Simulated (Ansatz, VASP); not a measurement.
# In2Se: VASP beside Ansatz, part 2 of 2

One calculation is typed for both programs; each brings its own data sets. How far apart do they land? The cell is generated by rule, not measured, and may not be a known phase. The cell is taken from a series of runs on this material, whose earlier steps may have relaxed, scaled, displaced or heated it; both programs get it as it stands.

VASP 6.6.1 and Ansatz 0.2.0.

So far. Step 2 (VASP: single point, PBEsol, pair 1): The run ends at a pressure of -1.68 GPa, with forces up to 0.71 eV/Å. Step 3 (Ansatz: single point, PBEsol, pair 1): The run ends at a pressure of -1.67 GPa, with forces up to 0.71 eV/Å.

### 5. VASP: single point, PBEsol, pair 2

Level of this step: PBEsol; plane waves and PAW (Se, In_d); invented cell (VASP).

A single point gives forces, pressure and levels at one fixed geometry, so differences don't come from the geometry; what else differs is listed under the comparison.

Input file INCAR:

```
SYSTEM = In2Se
PREC = Accurate
ENCUT = 500
EDIFF = 1E-06
NELM = 120
ISMEAR = 1
SIGMA = 0.2
LREAL = .FALSE.
ALGO = Normal
GGA = PS
NBANDS = 79
LORBIT = 11
LWAVE = .FALSE.
LCHARG = .FALSE.
ISIF = 2
LASPH = .TRUE.
GGA_COMPAT = .FALSE.
KPAR = 2
```

Input file POSCAR:

```
In2Se
1.0
   -6.6284302234      0.0000000000      0.0000000000
    0.0000000000     -6.6284302234     -6.6284302234
    0.0000000000     -6.6284302234      6.6284302234
Se In
4 8
Direct
    0.0000000000      0.5000000000      0.5000000000
    0.0000000000      0.0000000000      0.0000000000
    0.5000000000      0.0000000000      0.5000000000
    0.5000000000      0.5000000000      0.0000000000
    0.7500000000      0.2500000000      0.5000000000
    0.7500000000      0.7500000000      0.0000000000
    0.2500000000      0.0000000000      0.2500000000
    0.2500000000      0.5000000000      0.7500000000
    0.2500000000      0.0000000000      0.7500000000
    0.2500000000      0.5000000000      0.2500000000
    0.7500000000      0.7500000000      0.5000000000
    0.7500000000      0.2500000000      0.0000000000
```

Input file KPOINTS:

```
Automatic mesh
0
Gamma
6 4 4
0 0 0
```

The projector-augmented-wave data sets are Se and In_d (PBE family, release 64).

On the command line:

```bash
$ mpirun -np 2 vasp_std
```

Numbers of over 12 decimals in the logs are rounded to 6 here.

What it wrote:

```text
[banner, memory and clock lines left out]
running    2 mpi-ranks, on    1 nodes
[...]
[... a notice as in an earlier step ...]

 LDA part: xc-table for (Slater+PW92), standard interpolation
 POSCAR, INCAR and KPOINTS ok, starting setup
[...]
entering main loop
       N       E                     dE             d eps       ncg     rms          rms(c)
DAV:   1     0.121076713164E+04    0.12108E+04   -0.54075E+04  3792   0.159E+03
DAV:   2     0.141540046516E+03   -0.10692E+04   -0.10394E+04  3800   0.416E+02
DAV:   3    -0.212382158012E+02   -0.16278E+03   -0.15414E+03  4537   0.182E+02
DAV:   4    -0.366341965548E+02   -0.15396E+02   -0.14933E+02  4472   0.528E+01
[...]
DAV:  17    -0.334653152104E+02   -0.21763E-05   -0.30672E-05  3614   0.129E-02    0.822E-03
DAV:  18    -0.334653130328E+02    0.21776E-05   -0.11258E-05  3610   0.118E-02    0.215E-03
DAV:  19    -0.334653131908E+02   -0.15805E-06   -0.12267E-06  2673   0.324E-03
   1 F= -.33465313E+02 E0= -.33475471E+02  d E =0.304748E-01
```

OUTCAR, selected parts (step 5):

```text
  Total       -0.0605956     -0.0772867     -0.0772867      0.0000000      0.0000000     -0.0000000
  in kB       -0.1666823     -0.2125952     -0.2125952      0.0000000      0.0000000     -0.0000000
  external PRESSURE =      -0.1972909 kB  Pullay stress =       0.0000000 kB

 POSITION                                       TOTAL-FORCE (eV/Angst)
 -----------------------------------------------------------------------------------
      0.00000     -6.62843      0.00000        -0.000000     -0.000000     -0.000000
      0.00000      0.00000      0.00000        -0.000000     -0.000000     -0.000000
     -3.31422     -3.31422      3.31422        -0.000000     -0.000000     -0.000000
     -3.31422     -3.31422     -3.31422        -0.000000     -0.000000     -0.000000
     -4.97132     -4.97132      1.65711        -0.000000      0.000000      0.000000
     -4.97132     -4.97132     -4.97132        -0.000000      0.000000      0.000000
     -1.65711     -1.65711      1.65711         0.000000     -0.000000      0.000000
     -1.65711     -8.28554      1.65711         0.000000     -0.000000     -0.000000
     -1.65711     -4.97132      4.97132         0.000000      0.000000      0.000000
     -1.65711     -4.97132     -1.65711        -0.000000      0.000000      0.000000
     -4.97132     -8.28554     -1.65711        -0.000000      0.000000     -0.000000
     -4.97132     -1.65711     -1.65711         0.000000     -0.000000     -0.000000
 -----------------------------------------------------------------------------------
    total drift:                               -0.000000      0.000000      0.000000

  FREE ENERGIE OF THE ION-ELECTRON SYSTEM (eV)
  ---------------------------------------------------
  free  energy   TOTEN  =       -33.4653131908 eV

  energy  without entropy=      -33.4957879612  energy(sigma->0) =      -33.47547145

[... 2 parts as in an earlier step ...]

[... 1 further part left out ...]
[key lines of the parts left out:]
E-fermi :   1.4753
```

The run ends at a pressure of -0.02 GPa.

### 6. Ansatz: single point, PBEsol, pair 2

The same cell, functional, mesh and smearing now go to Ansatz, which takes its cutoff from its data sets.

The cell is taken from a series of runs on this material, whose earlier steps may have relaxed, scaled, displaced or heated it; both programs get it as it stands.

Input file input.yaml:

```yaml
crystal:
  lattice:
    - [-6.6284302234, 0.0, 0.0]
    - [0.0, -6.6284302234, -6.6284302234]
    - [0.0, -6.6284302234, 6.6284302234]
  atoms:
    - { symbol: Se, position: [0.0, 0.5, 0.5] }
    - { symbol: Se, position: [0.0, 0.0, 0.0] }
    - { symbol: Se, position: [0.5, 0.0, 0.5] }
    - { symbol: Se, position: [0.5, 0.5, 0.0] }
    - { symbol: In, position: [0.75, 0.25, 0.5] }
    - { symbol: In, position: [0.75, 0.75, 0.0] }
    - { symbol: In, position: [0.25, 0.0, 0.25] }
    - { symbol: In, position: [0.25, 0.5, 0.75] }
    - { symbol: In, position: [0.25, 0.0, 0.75] }
    - { symbol: In, position: [0.25, 0.5, 0.25] }
    - { symbol: In, position: [0.75, 0.75, 0.5] }
    - { symbol: In, position: [0.75, 0.25, 0.0] }
kpoints:
  mp_grid: { grid: [6, 4, 4] }
hamiltonian:
  xc: pbesol
scf:
  occupations: { method: methfessel_paxton, width: 0.2 }
output:
  forces: true
  stress: true
  eigenvalues: true
```

On the command line:

```bash
$ ansatz run input.yaml --threads 8 --pin off --max-ram 14336MiB --backend cpu --events-out ev --progress --plain --runs-dir out
```

What it wrote:

```text
[...]
Crystal: 12 atoms, lattice volume = 582.455 Å³
Basis set: ecut = 420 eV, 11407 PW (Γ), exchange–correlation on 90×128×128 points (8 copies of the dense FFT grid, shifted against one another)
Bands: 101, of which v1, the nominal top of the filled ones, is band 84 counted from 1 (83 counted from 0)
Symmetry: 32 space group operations
[...]
k-points: 24 of 96
[...]
k-point 0: bands = [... 80 lower, 2.8135, 2.9523, 2.9526, 3.3977, 3.3977, 3.3981, 4.4287, 4.4287, ... 13 higher]
  k-point 1: bands = [... 80 lower, 2.9023, 3.0893, 3.1118, 3.1568, 3.2802, 3.3398, 4.2161, 4.2183, ... 13 higher]
  k-point 2: bands = [... 80 lower, 3.0425, 3.0425, 3.0597, 3.0597, 3.5175, 3.5175, 3.7057, 3.7057, ... 13 higher]
  k-point 23: bands = [... 80 lower, 2.8136, 2.8136, 2.8136, 2.8136, 4.4289, 4.4289, 4.4289, 4.4289, ... 13 higher]
[key lines of the parts left out:]
SCF converged after 7 iterations
Free energy (F): -65894.250292 eV
Fermi energy:    3.250351 eV
P = ⅓ Tr σ = -0.0098 GPa (-0.098 kbar)
```

The run ends at a pressure of -0.01 GPa.

### 7. Comparison

What differs besides the data sets and the points named for the pairs above, as far as they apply: the data sets hold 168 valence electrons in Ansatz (on its default PAW (the set named soft_2) files) and 128 in VASP. Total energies have different zeros and are not compared.

Both answers:

| quantity | Ansatz | VASP | difference |
| --- | --- | --- | --- |
| pressure (GPa) | -0.01 | -0.02 | +0.01 |

### 8. Ansatz: single point, PBEsol, pair 3

A single point gives forces, pressure and levels at one fixed geometry, so differences don't come from the geometry; what else differs is listed under the comparison.

The cell is taken from a series of runs on this material, whose earlier steps may have relaxed, scaled, displaced or heated it; both programs get it as it stands.

Input file input.yaml:

```yaml
crystal:
  lattice:
    - [-6.6284302234, 0.0, 0.0]
    - [0.0, -6.6284302234, -6.6284302234]
    - [0.0, -6.6284302234, 6.6284302234]
  atoms:
    - { symbol: Se, position: [0.0, 0.5042671146, 0.5] }
    - { symbol: Se, position: [0.0, -0.0042671146, 0.0] }
    - { symbol: Se, position: [0.5, -0.0042671146, 0.5] }
    - { symbol: Se, position: [0.5, 0.5042671146, 0.0] }
    - { symbol: In, position: [0.75, 0.25, 0.5] }
    - { symbol: In, position: [0.75, 0.75, 0.0] }
    - { symbol: In, position: [0.25, 0.0031102279, 0.25] }
    - { symbol: In, position: [0.25, 0.4968897721, 0.75] }
    - { symbol: In, position: [0.25, 0.0031102279, 0.75] }
    - { symbol: In, position: [0.25, 0.4968897721, 0.25] }
    - { symbol: In, position: [0.75, 0.75, 0.5] }
    - { symbol: In, position: [0.75, 0.25, 0.0] }
kpoints:
  mp_grid: { grid: [6, 4, 4] }
hamiltonian:
  xc: pbesol
scf:
  occupations: { method: methfessel_paxton, width: 0.2 }
output:
  forces: true
  stress: true
  eigenvalues: true
```

What it wrote:

```text
[...]
Crystal: 12 atoms, lattice volume = 582.455 Å³
Basis set: ecut = 420 eV, 11407 PW (Γ), exchange–correlation on 90×128×128 points (8 copies of the dense FFT grid, shifted against one another)
Bands: 101, of which v1, the nominal top of the filled ones, is band 84 counted from 1 (83 counted from 0)
Symmetry: 8 space group operations
[...]
k-points: 36 of 96
[...]
k-point 0: bands = [... 80 lower, 2.7929, 2.9508, 2.9827, 3.3927, 3.3928, 3.4145, 4.4239, 4.4314, ... 13 higher]
  k-point 1: bands = [... 80 lower, 2.8672, 3.0875, 3.1408, 3.1524, 3.3018, 3.3353, 4.2137, 4.2145, ... 13 higher]
  k-point 2: bands = [... 80 lower, 2.9564, 2.9564, 3.1382, 3.1382, 3.5156, 3.5156, 3.7053, 3.7053, ... 13 higher]
  k-point 35: bands = [... 80 lower, 2.7452, 2.7452, 2.8778, 2.8778, 4.3815, 4.3815, 4.4618, 4.4618, ... 13 higher]
[key lines of the parts left out:]
SCF converged after 8 iterations
Free energy (F): -65894.267342 eV
Fermi energy:    3.267932 eV
P = ⅓ Tr σ = -0.0414 GPa (-0.414 kbar)
```

The run ends at a pressure of -0.04 GPa, with forces up to 0.13 eV/Å.

### 9. VASP: single point, PBEsol, pair 3

The same cell, functional, mesh and smearing now go to VASP, with its own data sets.

INCAR is that of step 5.

Input file POSCAR:

```
In2Se
1.0
   -6.6284302234      0.0000000000      0.0000000000
    0.0000000000     -6.6284302234     -6.6284302234
    0.0000000000     -6.6284302234      6.6284302234
Se In
4 8
Direct
    0.0000000000      0.5042671146      0.5000000000
    0.0000000000      0.9957328854      0.0000000000
    0.5000000000      0.9957328854      0.5000000000
    0.5000000000      0.5042671146      0.0000000000
    0.7500000000      0.2500000000      0.5000000000
    0.7500000000      0.7500000000      0.0000000000
    0.2500000000      0.0031102279      0.2500000000
    0.2500000000      0.4968897721      0.7500000000
    0.2500000000      0.0031102279      0.7500000000
    0.2500000000      0.4968897721      0.2500000000
    0.7500000000      0.7500000000      0.5000000000
    0.7500000000      0.2500000000      0.0000000000
```

KPOINTS is that of step 5.

On the command line:

```bash
$ mpirun -np 2 vasp_std
```

What it wrote:

```text
[... set-up lines as in an earlier step ...]
 entering main loop
       N       E                     dE             d eps       ncg     rms          rms(c)
DAV:   1     0.120738984952E+04    0.12074E+04   -0.53976E+04  5688   0.158E+03
DAV:   2     0.139466886978E+03   -0.10679E+04   -0.10385E+04  5744   0.416E+02
DAV:   3    -0.218369694305E+02   -0.16130E+03   -0.15300E+03  6835   0.182E+02
DAV:   4    -0.366009209776E+02   -0.14764E+02   -0.14283E+02  6681   0.522E+01
[...]
DAV:  23    -0.334822753036E+02    0.12875E-04   -0.25582E-05  7363   0.343E-02    0.372E-02
DAV:  24    -0.334822697966E+02    0.55070E-05   -0.10146E-05  7059   0.203E-02    0.237E-02
DAV:  25    -0.334822697768E+02    0.19843E-07   -0.15930E-06  4117   0.955E-03
   1 F= -.33482270E+02 E0= -.33488807E+02  d E =0.196130E-01
```

From OUTCAR (step 9):

```text
  Total       -0.2530544     -0.2469605     -0.2469605      0.0000000     -0.0908674      0.0000000
  in kB       -0.6960853     -0.6793226     -0.6793226      0.0000000     -0.2499520      0.0000000
  external PRESSURE =      -0.6849102 kB  Pullay stress =       0.0000000 kB

 POSITION                                       TOTAL-FORCE (eV/Angst)
 -----------------------------------------------------------------------------------
      0.00000     -6.65671     -0.02828         0.020269     -0.073161     -0.073161
      0.00000     -6.60015     -6.60015         0.020269      0.073161      0.073161
     -3.31422     -9.91436     -3.28593        -0.020269      0.073161      0.073161
     -3.31422     -3.34250     -3.34250        -0.020269     -0.073161     -0.073161
     -4.97132     -4.97132      1.65711         0.000000      0.000000      0.000000
     -4.97132     -4.97132     -4.97132         0.000000     -0.000000      0.000000
     -1.65711     -1.67772      1.63649         0.000000     -0.090888     -0.090888
     -1.65711     -8.26492      1.67772        -0.000000      0.090888      0.090888
     -1.65711     -4.99194      4.95071         0.000000     -0.090888     -0.090888
     -1.65711     -4.95071     -1.63649         0.000000      0.090888      0.090888
     -4.97132     -8.28554     -1.65711         0.000000      0.000000      0.000000
     -4.97132     -1.65711     -1.65711         0.000000     -0.000000      0.000000
 -----------------------------------------------------------------------------------
    total drift:                               -0.000000      0.000000      0.000000

  FREE ENERGIE OF THE ION-ELECTRON SYSTEM (eV)
  ---------------------------------------------------
  free  energy   TOTEN  =       -33.4822697768 eV

  energy  without entropy=      -33.5018827738  energy(sigma->0) =      -33.48880744

[... 1 part as in an earlier step ...]

[... 2 further parts left out ...]
[key lines of the parts left out:]
E-fermi :   1.4927
```

The run ends at a pressure of -0.07 GPa, with forces up to 0.13 eV/Å.

### 10. Differences

What differs besides the data sets and the points named for the pairs above, as far as they apply: the data sets hold 168 valence electrons in Ansatz (on its default PAW (the set named soft_2) files) and 128 in VASP. Total energies have different zeros and are not compared.

Both answers:

| quantity | Ansatz | VASP | difference |
| --- | --- | --- | --- |
| pressure (GPa) | -0.04 | -0.07 | +0.03 |

Forces on 7 of the 12 atoms, those with the largest forces and the largest differences (eV/Å; atoms numbered as in POSCAR):

| atom | Ansatz x, y, z | VASP x, y, z |
| --- | --- | --- |
| Se2 | 0.020, 0.073, 0.073 | 0.020, 0.073, 0.073 |
| Se3 | -0.020, 0.073, 0.073 | -0.020, 0.073, 0.073 |
| Se4 | -0.020, -0.073, -0.073 | -0.020, -0.073, -0.073 |
| In7 | 0.000, -0.091, -0.091 | 0.000, -0.091, -0.091 |
| In8 | 0.000, 0.091, 0.091 | 0.000, 0.091, 0.091 |
| In9 | 0.000, -0.091, -0.091 | 0.000, -0.091, -0.091 |
| In10 | 0.000, 0.091, 0.091 | 0.000, 0.091, 0.091 |

The forces differ by 0.3 meV/Å r.m.s., which is 0.5 % of the r.m.s. force of 0.055 eV/Å (both taken over all components). VASP's last cycles still show a density residual of 2e-03, so its state may not be settled.

### 11. Results

```
r.m.s. force difference (single point, PBEsol, pair 1) : 0.72 % of the r.m.s. force
difference in pressure (single point, PBEsol, pair 2)  : 0.0099 GPa
r.m.s. force difference (single point, PBEsol, pair 3) : 0.28 meV/Å
```

What this shows: The r.m.s. force difference is 0.72 % of the r.m.s. force (single point, PBEsol, pair 1), within the 3 % picked in this series as the mark of a large difference. The data sets hold unlike numbers of valence electrons (168 in Ansatz and 128 in VASP), so part of the differences comes from the potentials. How closely two codes agree says nothing of how well the functional describes the real material.

[Lines on the potential files, build, host, timing and source positions are cut from VASP's logs without a mark.]

[Logs are printed without paths, hosts, clocks, repeated set-up lines and the standing remarks that a program may print on its own settings, such as how far it seeks lower states.]

[Hosts, paths, dates, database ids (printed as entryN), source tags and the programs' standing remarks are cut or masked in the printed files.]
